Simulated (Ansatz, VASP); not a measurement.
# Cross-check of TiB2 between VASP and Ansatz, part 2 of 2

Wanted: the spread between two codes on one cell, functional and k mesh. Of the first pair: The cell is taken from a series of runs on this material, whose earlier steps may have relaxed, scaled, displaced or heated it; both programs get it as it stands.

VASP 6.6.1 and Ansatz 0.2.0.

So far: Set-up; Ansatz: relaxation of cell and atoms, LDA, pair 1; VASP: relaxation of cell and atoms, LDA, pair 1; Comparison; Ansatz: relaxation, LDA.

## (6) VASP: single point, LDA

Level of this step: LDA; plane waves and PAW (B, Ti_sv) (VASP).

The same cell, functional (in two slightly different forms), mesh and smearing now go to VASP, with its own data sets.

INCAR reads:

```
SYSTEM = TiB2
PREC = Accurate
ENCUT = 500
EDIFF = 1E-06
NELM = 120
ISMEAR = 1
SIGMA = 0.2
LREAL = .FALSE.
ALGO = Normal
GGA = PW92
NBANDS = 15
LASPH = .TRUE.
LORBIT = 11
LWAVE = .FALSE.
LCHARG = .FALSE.
ISIF = 2
GGA_COMPAT = .FALSE.
KPAR = 2
```

POSCAR reads:

```
TiB2
1.0
    2.9759363319      0.0000000000      0.0000000000
   -1.4879681660      2.5772364635      0.0000000000
    0.0000000000      0.0000000000      3.1336802903
B Ti
2 1
Direct
    0.3333333333      0.6666666667      0.5000000000
    0.6666666667      0.3333333333      0.5000000000
    0.0000000000      0.0000000000      0.0000000000
```

KPOINTS reads:

```
Automatic mesh
0
Gamma
18 18 16
0 0 0
```

PAW data sets: B and Ti_sv (LDA family, release 64).

Command:

```console
> mpirun -np 2 vasp_std
```

Numbers of over 12 decimals in the logs are rounded to 6 here.

Output:

```text
[banner, memory and clock lines left out]
running    2 mpi-ranks, on    1 nodes
[...]
[... a notice as in an earlier step ...]

 LDA part: xc-table for (Slater(with rela. corr.)+PW92), standard interpolation
 POSCAR, INCAR and KPOINTS ok, starting setup
[...]
entering main loop
       N       E                     dE             d eps       ncg     rms          rms(c)
DAV:   1     0.119372407072E+03    0.11937E+03   -0.89767E+03  9997   0.134E+03
DAV:   2    -0.248608873655E+02   -0.14423E+03   -0.13953E+03 10431   0.353E+02
DAV:   3    -0.320321019071E+02   -0.71712E+01   -0.70885E+01 14333   0.773E+01
DAV:   4    -0.322183330557E+02   -0.18623E+00   -0.18605E+00 12315   0.111E+01
[...]
DAV:  11    -0.269090088754E+02    0.54490E-04   -0.26909E-04 12583   0.170E-01    0.760E-02
DAV:  12    -0.269089965119E+02    0.12364E-04   -0.65504E-05 13296   0.989E-02    0.954E-03
DAV:  13    -0.269089961559E+02    0.35602E-06   -0.25328E-06 11787   0.153E-02
   1 F= -.26908996E+02 E0= -.26909137E+02  d E =0.422498E-03
```

OUTCAR, selected parts (step 6):

```text
  Total        0.9184589      0.9184589      0.9259499     -0.0000000     -0.0000000      0.0000000
  in kB       61.2262612     61.2262612     61.7256225     -0.0000000     -0.0000000      0.0000000
  external PRESSURE =      61.3927150 kB  Pullay stress =       0.0000000 kB

 POSITION                                       TOTAL-FORCE (eV/Angst)
 -----------------------------------------------------------------------------------
     -0.00000      1.71816      1.56684        -0.000000      0.000000      0.000000
      1.48797      0.85908      1.56684         0.000000     -0.000000     -0.000000
      0.00000      0.00000      0.00000        -0.000000     -0.000000     -0.000000
 -----------------------------------------------------------------------------------
    total drift:                               -0.000000      0.000000     -0.000000

  FREE ENERGIE OF THE ION-ELECTRON SYSTEM (eV)
  ---------------------------------------------------
  free  energy   TOTEN  =       -26.9089961559 eV

  energy  without entropy=      -26.9094186543  energy(sigma->0) =      -26.90913699

[... 3 further parts left out ...]
[key lines of the parts left out:]
E-fermi :  10.6931
```

The run ends at a pressure of 6.14 GPa.

## (7) Differences

What differs besides the data sets and the points named for the pairs above, as far as they apply: Ansatz's pressure holds a Pulay correction, VASP's none. Total energies have different zeros and are not compared.

Both answers:

```
      quantity  Ansatz  VASP  difference
pressure (GPa)    5.83  6.14       -0.31
```

## (8) VASP: relaxation of cell and atoms, LDA, pair 3

The relaxed volume is the usual yardstick between codes: in a stiff, nearly cubic crystal its relative difference is about their pressure difference at one cell divided by the bulk modulus. Its start cell is another than that of the pair before, and may be another structure of the material.

INCAR: that of step 6 with these lines changed.

```diff
@@ -3,3 +3,3 @@
 ENCUT = 500
-EDIFF = 1E-06
+EDIFF = 1E-07
 NELM = 120
@@ -15,4 +15,8 @@
 LCHARG = .FALSE.
-ISIF = 2
+ISIF = 3
+IBRION = 2
+NSW = 80
+EDIFFG = -0.005
 GGA_COMPAT = .FALSE.
+NELMIN = 4
 KPAR = 2
```

POSCAR reads:

```
TiB2
1.0
    2.9936670000      0.0000000000      0.0000000000
   -1.4968340000      2.5925920000      0.0000000000
    0.0000000000      0.0000000000      3.1604000000
B Ti
2 1
Direct
    0.3333333333      0.6666666667      0.5000000000
    0.6666666667      0.3333333333      0.5000000000
    0.0000000000      0.0000000000      0.0000000000
```

KPOINTS is that of step 6.

Command:

```console
> mpirun -np 2 vasp_std
```

Output:

```text
[... set-up lines as in an earlier step ...]
 entering main loop
       N       E                     dE             d eps       ncg     rms          rms(c)
DAV:   1     0.117553465264E+03    0.11755E+03   -0.89023E+03 10012   0.133E+03
DAV:   2    -0.249153106757E+02   -0.14247E+03   -0.13807E+03 10508   0.353E+02
DAV:   3    -0.320145618914E+02   -0.70993E+01   -0.70115E+01 14344   0.770E+01
DAV:   4    -0.322050904569E+02   -0.19053E+00   -0.19033E+00 12213   0.112E+01
[...]
DAV:  12    -0.269189494415E+02    0.14203E-04   -0.80581E-05 13298   0.113E-01    0.785E-03
DAV:  13    -0.269189489839E+02    0.45768E-06   -0.30821E-06 11930   0.200E-02    0.284E-03
DAV:  14    -0.269189490122E+02   -0.28333E-07   -0.30141E-07 12053   0.558E-03
   1 F= -.26918949E+02 E0= -.26919117E+02  d E =-.269189E+02
[...]
N       E                     dE             d eps       ncg     rms          rms(c)
DAV:   1    -0.269193778538E+02   -0.42887E-03   -0.86844E-03 11642   0.130E+00    0.200E-01
[...]
DAV:   7    -0.269189495021E+02   -0.28560E-06   -0.37293E-07 11871   0.540E-03    0.166E-03
DAV:   8    -0.269189494613E+02    0.40784E-07   -0.11829E-07  9475   0.281E-03
   2 F= -.26918949E+02 E0= -.26919118E+02  d E =-.449090E-06
 trial-energy change:   -0.000000  1 .order    0.000000   -0.000046    0.000046
 step:   0.5087(harm=  0.4973)  dis= 0.00000  next Energy=   -26.918961 (dE=-0.117E-04)
[...]
N       E                     dE             d eps       ncg     rms          rms(c)
DAV:   1    -0.269190643155E+02   -0.11481E-03   -0.21039E-03 11663   0.640E-01    0.981E-02
DAV:   2    -0.269189703655E+02    0.93950E-04   -0.54562E-04 13663   0.314E-01    0.203E-02
DAV:   3    -0.269189586234E+02    0.11742E-04   -0.39210E-05 12609   0.694E-02    0.786E-03
DAV:   4    -0.269189592178E+02   -0.59441E-06   -0.13744E-05 14158   0.264E-02    0.497E-03
DAV:   5    -0.269189606384E+02   -0.14205E-05   -0.16729E-06 15247   0.932E-03    0.141E-03
DAV:   6    -0.269189609001E+02   -0.26173E-06   -0.63184E-07 14485   0.367E-03    0.108E-03
DAV:   7    -0.269189609572E+02   -0.57130E-07   -0.86143E-08  7632   0.288E-03
   3 F= -.26918961E+02 E0= -.26919129E+02  d E =-.119450E-04
[...]
reached required accuracy - stopping structural energy minimisation
```

From OUTCAR (step 8):

```text
  Total       -0.0043520     -0.0043520      0.0040506      0.0000000     -0.0000000      0.0000000
  in kB       -0.2840465     -0.2840466      0.2643743      0.0000001     -0.0000000      0.0000000
  external PRESSURE =      -0.1012396 kB  Pullay stress =       0.0000000 kB

 POSITION                                       TOTAL-FORCE (eV/Angst)
 -----------------------------------------------------------------------------------
     -0.00000      1.72881      1.58064         0.000000     -0.000000     -0.000000
      1.49719      0.86440      1.58064        -0.000000      0.000000      0.000000
     -1.49719      2.59321      3.16127        -0.000000      0.000000      0.000000
 -----------------------------------------------------------------------------------
    total drift:                               -0.000000      0.000000      0.000000

  FREE ENERGIE OF THE ION-ELECTRON SYSTEM (eV)
  ---------------------------------------------------
  free  energy   TOTEN  =       -26.9189609572 eV

  energy  without entropy=      -26.9194662820  energy(sigma->0) =      -26.91912940

[... 2 parts as in an earlier step ...]

[... 2 further parts left out ...]
[key lines of the parts left out:]
E-fermi :  10.4513
```

## (9) Ansatz: relaxation of cell and atoms, LDA, pair 3

The same cell, functional (in two slightly different forms), mesh and smearing now go to Ansatz, which takes its cutoff from its data sets.

The cell is taken from a series of runs on this material, whose earlier steps may have relaxed, scaled, displaced or heated it; both programs get it as it stands.

input.yaml reads:

```yaml
crystal:
  lattice:
    - [2.9936671803, 0.0, 0.0]
    - [-1.4968335901, 2.5925918287, 0.0]
    - [0.0, 0.0, 3.1603998391]
  atoms:
    - { symbol: B, position: [0.3333333333, 0.6666666667, 0.5] }
    - { symbol: B, position: [0.6666666667, 0.3333333333, 0.5] }
    - { symbol: Ti, position: [0.0, 0.0, 0.0] }
kpoints:
  mp_grid: { grid: [18, 18, 16] }
hamiltonian:
  xc: lda
  pseudopotentials: { kind: paw, azcp: { folder: soft_1 }, xc_functional: pbe }
scf:
  occupations: { method: methfessel_paxton, width: 0.2 }
output:
  forces: true
  stress: true
  eigenvalues: true
relax:
  adjacent_minimum: "off"
  f_tol: 0.001
  max_steps: 60
  cell: { stress_tol: 0.01 }
```

Command:

```console
> ansatz run input.yaml --threads 4 --pin off --max-ram 10240MiB --backend cpu --events-out ev --progress --plain --runs-dir out
```

Output:

```text
[...]
Crystal: 3 atoms, lattice volume = 24.529 Å³
Basis set: ecut = 420 eV, 467 PW (Γ)
Bands: 13, of which v1, the nominal top of the filled ones, is band 9 counted from 1 (8 counted from 0)
Symmetry: 24 space group operations
[...]
k-points: 333 of 5184
[...]
--- Relaxed structure (3 steps of the walk, 3 accepted, 1 SCFs on fresh bases) ---
[...]
cell:  # Å, volume = 24.5249 Å³
    - [2.993590, -2.8866685266359045e-11, 0]
    - [-1.496795, 2.592525, 0]
    - [0, 0, 3.160031]
  atoms:
    - { symbol: B, position: [0.333333, 0.666667, 0.500000] }
    - { symbol: B, position: [0.666667, 0.333333, 0.500000] }
    - { symbol: Ti, position: [0, 0, 0] }
[key lines of the parts left out:]
SCF converged after 3 iterations
Free energy (F): -2753.314385 eV
Fermi energy:    15.567496 eV
P = ⅓ Tr σ = -0.0001 GPa (-0.001 kbar)
```

## (10) Differences

The two programs side by side:

```
                                         quantity  Ansatz   VASP  difference
                                      volume (Å³)   24.52  24.55     -0.09 %
edge a after relaxation, in the typed setting (Å)   2.994  2.994     -0.03 %
edge c after relaxation, in the typed setting (Å)   3.160  3.161     -0.04 %
```

## (11) Outcome

```yaml
difference_in_volume_relaxation_of_cell_and_atoms_lda_pair_1: -0.083 %
difference_in_pressure_single_point_lda: -0.31 GPa
difference_in_volume_relaxation_of_cell_and_atoms_lda_pair_3: -0.092 %
```

**Reading.** The difference in pressure is -0.31 GPa (single point, LDA), within the 1 GPa picked in this series as the mark of a large difference. 5 further runs of this series are not shown here. How closely two codes agree says nothing of how well the functional describes the real material.

[Lines on the potential files, build, host, timing and source positions are cut from VASP's logs without a mark.]

[Logs are printed without paths, hosts, clocks, repeated set-up lines and the standing remarks that a program may print on its own settings, such as how far it seeks lower states.]

[Hosts, paths, dates, database ids (printed as entryN), source tags and the programs' standing remarks are cut or masked in the printed files.]
